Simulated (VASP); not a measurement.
# AlSn (P-6m2) in VASP: single point with PBE

Aim: the single point of AlSn with PBE.

Program: VASP 6.6.1. These are calculated values, not measurements. Logs are shortened: lines on timing, memory, paths and dates and some standing lists are left out, and cuts for length are marked.

## 1. Starting point

It takes space group P-6m2 (No. 187, hexagonal). Conventional cell: a = 4.198 Å, b = 4.198 Å, c = 3.307 Å, α = 90.00°, β = 90.00°, γ = 120.00°. Al (site symmetry -6m2) has 6 Sn at 2.93 Å and 2 Al at 3.31 Å as nearest neighbours. Around Sn (site symmetry -6m2) lie 6 Al at 2.93 Å and 2 Sn at 3.31 Å.

The cell comes from a database or a generator and needn't be the stable form of this composition.

## 2. Single point, PBE

Input file INCAR:

```
SYSTEM = AlSn
ALGO = Fast
EDIFF = 1E-7
ENCUT = 520
GGA = PE
ISIF = 2
ISMEAR = 0
LASPH = .TRUE.
LCHARG = .TRUE.
LELF = .TRUE.
LREAL = .FALSE.
LVHAR = .TRUE.
LWAVE = .FALSE.
NBANDS = 16
NELM = 100
PREC = Accurate
SIGMA = 0.1
```

Input file KPOINTS:

```
k-points
0
G
  6 6 6
  0 0 0
```

Input file POSCAR:

```
AlSn
1.0
    4.1981056157      0.0000000000      0.0000000000
   -2.0990528078      3.6356661109      0.0000000000
    0.0000000000      0.0000000000      3.3068470000
Al Sn
1 1
Direct
    0.0000000000      0.0000000000      0.0000000000
    0.3333333300      0.6666666700      0.5000000000
```

Potentials or basis: VASP PAW PBE potentials, release 64 (Al, Sn_d).

Launch:

```console
cat potpaw_PBE.64/Al/POTCAR potpaw_PBE.64/Sn_d/POTCAR > POTCAR
mpirun -np 1 vasp_std > vasp.out
```

OUTCAR:

```text
SYSTEM = AlSn
   EDIFF = 1E-7
   ENCUT = 520
   GGA = PE
   ISIF = 2
   ISMEAR = 0
   LASPH = .TRUE.
   LREAL = .FALSE.
   NELM = 100
   PREC = Accurate

 ion  position               nearest neighbor table
   1  0.000  0.000  0.000-   2 2.93   2 2.93   2 2.93   2 2.93   2 2.93   2 2.93
   2  0.333  0.667  0.500-   1 2.93   1 2.93   1 2.93   1 2.93   1 2.93   1 2.93

  LATTYP: Found a hexagonal cell.
 ALAT       =     4.1981056157
 C/A-ratio  =     0.7876998110

  Lattice vectors:

 A1 = (   4.1981056157,   0.0000000000,   0.0000000000)
 A2 = (  -2.0990528078,   3.6356661109,   0.0000000000)
 A3 = (   0.0000000000,   0.0000000000,   3.3068470000)

Analysis of symmetry for initial positions (statically):
=====================================================================
 Subroutine PRICEL returns:
 Original cell was already a primitive cell.

 Routine SETGRP: Setting up the symmetry group for a
 hexagonal supercell.

 Subroutine GETGRP returns: Found 12 space group operations
 (whereof 12 operations were pure point group operations)
 out of a pool of 24 trial point group operations.

The static configuration has the point symmetry D_3h.

Analysis of symmetry for dynamics (positions and initial velocities):
=====================================================================
 Subroutine PRICEL returns:
 Original cell was already a primitive cell.

 Routine SETGRP: Setting up the symmetry group for a
 hexagonal supercell.

 Subroutine GETGRP returns: Found 12 space group operations
 (whereof 12 operations were pure point group operations)
 out of a pool of 24 trial point group operations.

The dynamic configuration has the point symmetry D_3h.

 Subroutine INISYM returns: Found 12 space group operations
 (whereof 12 operations are pure point group operations),
 and found     1 'primitive' translations

----------------------------------------------------------------------------------------

                                     Primitive cell

  volume of cell :      50.4721

  direct lattice vectors                    reciprocal lattice vectors
     4.198105616  0.000000000  0.000000000     0.238202678  0.137526380  0.000000000
    -2.099052808  3.635666111  0.000000000     0.000000000  0.275052760  0.000000000
     0.000000000  0.000000000  3.306847000     0.000000000  0.000000000  0.302402863

  length of vectors
     4.198105616  4.198105616  3.306847000     0.275052760  0.275052760  0.302402863

  position of ions in fractional coordinates (direct lattice)
     0.000000000  0.000000000  0.000000000
     0.333333330  0.666666670  0.500000000

  ion indices of the primitive-cell ions
   primitive index   ion index
                 1           1
                 2           2

----------------------------------------------------------------------------------------

 KPOINTS: k-points

Automatic generation of k-mesh.
 Grid dimensions read from file:
 generate k-points for:    6    6    6

 Generating k-lattice:

  Cartesian coordinates                     Fractional coordinates (reciprocal lattice)
     0.039700446  0.022921063  0.000000000     0.166666667  0.000000000  0.000000000
     0.000000000  0.045842127  0.000000000     0.000000000  0.166666667  0.000000000
     0.000000000  0.000000000  0.050400477     0.000000000  0.000000000  0.166666667

  Length of vectors
     0.045842127  0.045842127  0.050400477

  Shift w.r.t. Gamma in fractional coordinates (k-lattice)
     0.000000000  0.000000000  0.000000000

 Subroutine IBZKPT returns following result:
 ===========================================

 Found     28 irreducible k-points:

 Following reciprocal coordinates:
            Coordinates               Weight
  0.000000  0.000000  0.000000      1.000000
  0.166667 -0.000000  0.000000      6.000000
  0.333333 -0.000000  0.000000      6.000000
  0.500000  0.000000  0.000000      3.000000
  0.166667  0.166667  0.000000      6.000000
  0.333333  0.166667  0.000000     12.000000
[... 16 lines left out ...]
  0.166667 -0.000000  0.500000      6.000000
  0.333333 -0.000000  0.500000      6.000000
 [... further k-points ...]
   k-points           NKPTS =     28   k-points in BZ     NKDIM =     28   number of bands    NBANDS=     16
   number of dos      NEDOS =    301   number of ions     NIONS =      2
   total plane-waves  NPLWV =  28672
   dimension x,y,z NGX =    32 NGY =   32 NGZ =   28
   dimension x,y,z NGXF=    64 NGYF=   64 NGZF=   56
   ions per type =               1   1
   NGX,Y,Z   is equivalent  to a cutoff of  12.67, 12.67, 14.08 a.u.
   NGXF,Y,Z  is equivalent  to a cutoff of  25.34, 25.34, 28.15 a.u.
 SYSTEM =  AlSn
   PREC   = accura    normal or accurate (medium, high low for compatibility)
   ISTART =      0    job   : 0-new  1-cont  2-samecut
   ICHARG =      2    charge: 1-file 2-atom 10-const
   ISPIN  =      1    spin polarized calculation?
   LNONCOLLINEAR =      F non collinear calculations
   LSORBIT =      F    spin-orbit coupling
   LASPH  =      T    aspherical Exc in radial PAW
   ENCUT  =  520.0 eV  38.22 Ry    6.18 a.u.   7.81  7.81  6.15*2*pi/ulx,y,z
   NELM   =    100;   NELMIN=  2; NELMDL= -5     # of ELM steps
   EDIFF  = 0.1E-06   stopping-criterion for ELM
   LREAL  =      F    real-space projection
   EDIFFG = 0.1E-05   stopping-criterion for IOM
   NSW    =      0    number of steps for IOM
   IBRION =     -1    ionic relax: 0-MD 1-quasi-New 2-CG
   NFREE  =      0    steps in history (QN), initial steepest desc. (CG)
   ISIF   =      2    stress and relaxation
   ISYM   =      2    0-nonsym 1-usesym 2-fastsym
   POTIM  = 0.5000    time-step for ionic-motion
   TEBEG  =    0.0;   TEEND  =   0.0 temperature during run
   PSTRESS=    0.0 pullay stress
   NELECT =      17.0000    total number of electrons
   NUPDOWN=      -1.0000    fix difference up-down
   EMIN   =  10.00;   EMAX   =-10.00  energy-range for DOS
   EFERMI =   0.00;   METHOD = LEGACY
   ISMEAR =     0;   SIGMA  =   0.10  broadening in eV -4-tet -1-fermi 0-gaus
   EFERMI_NEDOS =   21; number of points for ismear=-14 and -15
   IALGO  =     68    algorithm
   IMIX   =      4    mixing-type and parameters
     AMIX     =   0.40;   BMIX     =  1.00
     AMIX_MAG =   1.60;   BMIX_MAG =  1.00
  volume/ion in A,a.u.               =      25.24       170.30
  Fermi-wavevector in a.u.,A,eV,Ry     =   1.139044  2.152482 17.652500  1.297422
  Thomas-Fermi vector in A             =   2.275748
   LORBIT       =      0    0 simple, 1 ext, 2 COOP (PROOUT), +10 PAW based schemes
   GGA     = PE    functional components
   LHFCALC =     F    Hartree Fock is set to
   AEXX    =    0.0000 exact exchange contribution
   IVDW    =     0    specifies the selected vdW correction
   LEPSILON=     F    determine dielectric tensor
   LRPA    =     F    only Hartree local field effects (RPA)
 non-spin polarized calculation
 RMM-DIIS sequential band-by-band and
 Gauss-broadening in eV      SIGMA  =   0.10
  energy-cutoff  :      520.00
  volume of cell :       50.47
 maximum number of plane-waves:      1374
 NGX is ok and might be reduce to    32
   NGX = 15   NGY = 15   NGZ = 13

 number of electron      16.9999999 magnetization

 Free energy of the ion-electron system (eV)
  ---------------------------------------------------
  ext. energy  EPLUGINS =         0.00000000
  ---------------------------------------------------
  free energy    TOTEN  =        -7.12948288 eV

  energy without entropy =       -7.12384177  energy(sigma->0) =       -7.12666233

 E-fermi :   6.5365     XC(G=0):  -9.5653

 val. band max:        6.4998363987   @ k =   0.3333   0.1667   0.5000
 cond. band min:       6.6011120366   @ k =   0.3333   0.3333   0.5000
 fundamental gap:      0.1012756378
 Fermi energy:         6.5365423474

 k-point     1 :       0.0000    0.0000    0.0000
  band No.  band energies     occupation
      1     -14.9805      2.00000
      2     -14.8460      2.00000
      3     -14.8460      2.00000
      4     -14.8394      2.00000
      5     -14.8394      2.00000
      6      -4.0326      2.00000
[... 8 lines left out ...]
     15      17.9724      0.00000
     16      19.2194      0.00000

 k-point     2 :       0.1667   -0.0000    0.0000
  band No.  band energies     occupation
      1     -14.9785      2.00000
      2     -14.8476      2.00000
      3     -14.8464      2.00000
      4     -14.8400      2.00000
      5     -14.8345      2.00000
      6      -3.7467      2.00000
[... 8 lines left out ...]
     15      16.2001      0.00000
     16      18.5561      0.00000

 k-point     3 :       0.3333   -0.0000    0.0000
  band No.  band energies     occupation
      1     -14.9745      2.00000
      2     -14.8507      2.00000
      3     -14.8473      2.00000
      4     -14.8411      2.00000
      5     -14.8247      2.00000
      6      -2.9449      2.00000
[... 8 lines left out ...]
     15      15.9904      0.00000
     16      18.3580      0.00000

 k-point     4 :       0.5000    0.0000    0.0000
  band No.  band energies     occupation
      1     -14.9726      2.00000
      2     -14.8523      2.00000
      3     -14.8477      2.00000
      4     -14.8417      2.00000
      5     -14.8198      2.00000
      6      -2.2077      2.00000
[... 8 lines left out ...]
     15      16.4757      0.00000
     16      16.9568      0.00000
[... 324 lines left out ...]
 k-point    22 :       0.0000    0.0000    0.5000
  band No.  band energies     occupation
      1     -14.9103      2.00000
      2     -14.9103      2.00000
      3     -14.8313      2.00000
      4     -14.8313      2.00000
      5     -14.8029      2.00000
      6      -0.9985      2.00000
[... 8 lines left out ...]
     15      13.2224      0.00000
     16      13.5737      0.00000

 k-point    23 :       0.1667   -0.0000    0.5000
  band No.  band energies     occupation
      1     -14.9136      2.00000
      2     -14.9110      2.00000
      3     -14.8318      2.00000
      4     -14.8268      2.00000
      5     -14.7999      2.00000
      6      -0.7258      2.00000
[... 8 lines left out ...]
     15      14.1666      0.00000
     16      14.1942      0.00000

 k-point    24 :       0.3333   -0.0000    0.5000
  band No.  band energies     occupation
      1     -14.9202      2.00000
      2     -14.9125      2.00000
      3     -14.8333      2.00000
      4     -14.8177      2.00000
      5     -14.7933      2.00000
      6       0.0311      2.00000
[... 8 lines left out ...]
     15      16.7324      0.00000
     16      16.7516      0.00000

 [... further k-points ...]
[... 5 lines left out ...]
  --------------------------------------------------------------------------------------
  -------------------------------------------------------------------------------------
  Total        0.3962335      0.3962335     -1.2410814      0.0000000      0.0000000      0.0000000
  in kB       12.5779625     12.5779625    -39.3966599      0.0000000      0.0000000      0.0000000
  external PRESSURE =      -4.7469116 kB  Pullay stress =       0.0000000 kB

 VOLUME and BASIS-vectors are now :
 -----------------------------------------------------------------------------
  energy-cutoff  :      520.00
  volume of cell :       50.47
      direct lattice vectors                 reciprocal lattice vectors
     4.198105616  0.000000000  0.000000000     0.238202678  0.137526380  0.000000000
    -2.099052808  3.635666111  0.000000000     0.000000000  0.275052760  0.000000000
     0.000000000  0.000000000  3.306847000     0.000000000  0.000000000  0.302402863

 POSITION                                       TOTAL-FORCE (eV/Angst)
 -----------------------------------------------------------------------------------
      0.00000      0.00000      0.00000        -0.000000      0.000000      0.000000
     -0.00000      2.42378      1.65342         0.000000     -0.000000      0.000000
 -----------------------------------------------------------------------------------
    total drift:                                0.000012     -0.000007     -0.000000

  FREE ENERGIE OF THE ION-ELECTRON SYSTEM (eV)
  ---------------------------------------------------
  free  energy   TOTEN  =        -7.1294828787 eV

  energy  without entropy=       -7.1238417714  energy(sigma->0) =       -7.12666233
```

It took 17 s on 1 thread of Intel Xeon Platinum 8488C (Sapphire Rapids), shared host; peak memory 0.17 GiB.

Results:

```
Free energy            : -7.1295 eV
Pressure               : -0.5 GPa
Band gap on the k mesh : none (metal or under the smearing width)
```
